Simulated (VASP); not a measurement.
Level of theory: optB86b-vdW, VASP's PBE PAW potentials (set 64) (plane waves; VASP).

VASP input:

### INCAR
```
GGA  =  MK
ALGO  =  Normal   # blocked Davidson
LASPH  =  .TRUE.   # aspherical one-centre terms
EDIFF  =  1E-6   # SCF stop (eV)
PARAM2  =  1.0
NELM  =  100   # most electronic steps
SIGMA  =  0.1   # width (eV)
NSW  =  60
ENCUT  =  520   # plane-wave cut-off (eV)
ISIF  =  3   # ions, shape and volume
LCHARG  =  .FALSE.
LMAXMIX  =  6
EDIFFG  =  -0.01
LUSE_VDW  =  .TRUE.
ISMEAR  =  1
IBRION  =  2
PREC  =  Accurate
SYSTEM  =  Gd
AGGAC  =  0.0
LWAVE  =  .FALSE.
LREAL  =  .FALSE.   # projection in real space or not
PARAM1  =  0.1234
```

### KPOINTS
```
Automatic mesh
0
Gamma
 10 10 6
```

### POSCAR
```
Gd
1
    1.8150000000    -3.1436720000     0.0000000000
    1.8150000000     3.1436720000     0.0000000000
    0.0000000000     0.0000000000     5.7800000000
Gd
2
Direct
  0.3333330000   0.6666670000   0.2500000000
  0.6666670000   0.3333330000   0.7500000000
```

POTCAR, in this order: Gd_3 (PBE.64 set). Program: vasp_std.

Output

**OSZICAR**
```
       N       E                     dE             d eps       ncg     rms          rms(c)
DAV:   1     0.431454872491E+02    0.43145E+02   -0.88528E+03  1456   0.122E+03
DAV:   2    -0.239751101945E+01   -0.45543E+02   -0.44562E+02  1581   0.232E+02
DAV:   3    -0.418692601952E+01   -0.17894E+01   -0.16642E+01  1950   0.273E+01
DAV:   4    -0.422158916201E+01   -0.34663E-01   -0.34300E-01  1842   0.384E+00
DAV:   5    -0.422248838489E+01   -0.89922E-03   -0.89933E-03  2153   0.457E-01    0.225E+01
DAV:   6    -0.422937131538E+01   -0.68829E-02   -0.20232E-02  1656   0.115E+00    0.135E+01
DAV:   7    -0.424135636256E+01   -0.11985E-01   -0.38186E-02  1571   0.158E+00    0.212E-01
DAV:   8    -0.424121935085E+01    0.13701E-03   -0.20576E-03  1751   0.327E-01    0.666E-02
DAV:   9    -0.424125673012E+01   -0.37379E-04   -0.23114E-04  1786   0.107E-01    0.377E-02
DAV:  10    -0.424125372898E+01    0.30011E-05   -0.39622E-05  1674   0.446E-02    0.474E-02
DAV:  11    -0.424125597827E+01   -0.22493E-05   -0.71775E-06  1746   0.176E-02    0.178E-03
DAV:  12    -0.424125613167E+01   -0.15340E-06   -0.31073E-07   898   0.411E-03
   1 F= -.42412561E+01 E0= -.42418005E+01  d E =-.424126E+01
       N       E                     dE             d eps       ncg     rms          rms(c)
DAV:   1    -0.445373375691E+01   -0.21248E+00   -0.41194E+00  1456   0.159E+01    0.231E+00
DAV:   2    -0.431581785385E+01    0.13792E+00   -0.26746E-01  1481   0.418E+00    0.110E+00
DAV:   3    -0.425893885484E+01    0.56879E-01   -0.15425E-01  1456   0.300E+00    0.422E-01
DAV:   4    -0.425907905158E+01   -0.14020E-03   -0.73621E-03  1766   0.690E-01    0.332E-01
DAV:   5    -0.425909907141E+01   -0.20020E-04   -0.10857E-03  1851   0.192E-01    0.447E-02
DAV:   6    -0.425910585429E+01   -0.67829E-05   -0.78195E-05  1880   0.572E-02    0.227E-02
DAV:   7    -0.425910541306E+01    0.44122E-06   -0.41208E-06  1802   0.139E-02
   2 F= -.42591054E+01 E0= -.42595511E+01  d E =-.178493E-01
       N       E                     dE             d eps       ncg     rms          rms(c)
DAV:   1    -0.426282600200E+01   -0.37201E-02   -0.69905E-02  1456   0.209E+00    0.303E-01
DAV:   2    -0.426052759571E+01    0.22984E-02   -0.45744E-03  1491   0.543E-01    0.144E-01
DAV:   3    -0.425957417364E+01    0.95342E-03   -0.23260E-03  1461   0.365E-01    0.504E-02
DAV:   4    -0.425956404773E+01    0.10126E-04   -0.14730E-04  1771   0.975E-02    0.384E-02
DAV:   5    -0.425956084541E+01    0.32023E-05   -0.18900E-05  1875   0.250E-02    0.693E-03
DAV:   6    -0.425956054544E+01    0.29997E-06   -0.14915E-06   996   0.858E-03
   3 F= -.42595605E+01 E0= -.42600441E+01  d E =-.183044E-01
       N       E                     dE             d eps       ncg     rms          rms(c)
DAV:   1    -0.425961759355E+01   -0.56748E-04   -0.12526E-03  1456   0.280E-01    0.413E-02
DAV:   2    -0.425957577791E+01    0.41816E-04   -0.82257E-05  1491   0.729E-02    0.195E-02
DAV:   3    -0.425955844847E+01    0.17329E-04   -0.42960E-05  1461   0.495E-02    0.687E-03
DAV:   4    -0.425955806689E+01    0.38158E-06   -0.26000E-06  1271   0.131E-02
   4 F= -.42595581E+01 E0= -.42600464E+01  d E =-.183019E-01
       N       E                     dE             d eps       ncg     rms          rms(c)
DAV:   1    -0.425993218500E+01   -0.37374E-03   -0.12420E-02  1466   0.814E-01    0.717E-02
DAV:   2    -0.425975195835E+01    0.18023E-03   -0.22474E-04  1671   0.122E-01    0.485E-02
DAV:   3    -0.425967574855E+01    0.76210E-04   -0.10184E-04  1849   0.760E-02    0.218E-02
DAV:   4    -0.425967501446E+01    0.73409E-06   -0.15416E-05  1911   0.275E-02    0.124E-02
DAV:   5    -0.425967474110E+01    0.27336E-06   -0.44313E-07   738   0.528E-03
   5 F= -.42596747E+01 E0= -.42601925E+01  d E =-.116674E-03
       N       E                     dE             d eps       ncg     rms          rms(c)
DAV:   1    -0.426040298219E+01   -0.72797E-03   -0.32640E-02  1456   0.132E+00    0.116E-01
DAV:   2    -0.425993331416E+01    0.46967E-03   -0.58494E-04  1671   0.197E-01    0.778E-02
DAV:   3    -0.425973537329E+01    0.19794E-03   -0.26195E-04  1857   0.122E-01    0.360E-02
DAV:   4    -0.425973322456E+01    0.21487E-05   -0.40591E-05  1926   0.446E-02    0.202E-02
DAV:   5    -0.425973286227E+01    0.36229E-06   -0.12536E-06   924   0.872E-03
   6 F= -.42597329E+01 E0= -.42602805E+01  d E =-.174795E-03
```

OUTCAR:
```
------------------------ aborting loop because EDIFF is reached ----------------------------------------
  FORCE on cell =-STRESS in cart. coord.  units (eV):
  Direction    XX          YY          ZZ          XY          YZ          ZX
  --------------------------------------------------------------------------------------
  Total       -0.0067450     -0.0067450     -0.0038450      0.0000000      0.0000000      0.0000000
  in kB       -0.1712799     -0.1712799     -0.0976381      0.0000000      0.0000000      0.0000000
  external PRESSURE =      -0.1467326 kB  Pullay stress =       0.0000000 kB
  volume of cell :       63.09
      direct lattice vectors                 reciprocal lattice vectors
     1.796677375 -3.111936289 -0.000000000     0.278291477 -0.160671670  0.000000000
     1.796677375  3.111936289  0.000000000     0.278291477  0.160671670  0.000000000
     0.000000000  0.000000000  5.642258402     0.000000000 -0.000000000  0.177233995
 POSITION                                       TOTAL-FORCE (eV/Angst)
 -----------------------------------------------------------------------------------
      1.79668      1.03731      1.41056         0.000000     -0.000000      0.000000
      1.79668     -1.03731      4.23169        -0.000000      0.000000      0.000000
 -----------------------------------------------------------------------------------
    total drift:                                0.000000      0.000112     -0.000010
  FREE ENERGIE OF THE ION-ELECTRON SYSTEM (eV)
  ---------------------------------------------------
  free  energy   TOTEN  =        -4.2597328623 eV

  energy  without entropy=       -4.2613757122  energy(sigma->0) =       -4.26028048

 reached required accuracy - stopping structural energy minimisation
```
(Selected blocks of OUTCAR.)

CONTCAR:
```
Gd
   1.00000000000000
     1.7966773746543561   -3.1119362885415738   -0.0000000000000000
     1.7966773746543561    3.1119362885415738    0.0000000000000000
     0.0000000000000000    0.0000000000000000    5.6422584015448054
  Gd
     2
Direct
     0.3333330000000032    0.6666669999999968    0.2500000000000000
     0.6666669999999968    0.3333330000000032    0.7500000000000000
```

The 4f electrons are frozen in the core of the lanthanide potential, so 4f levels, which can set the real gap, and their magnetism are missing. Energy and stress use the plane-wave basis of the starting cell.

The compound is Gd in the hcp structure. This run relaxes it. Symmetry was kept, so distortions that lower it aren't found.
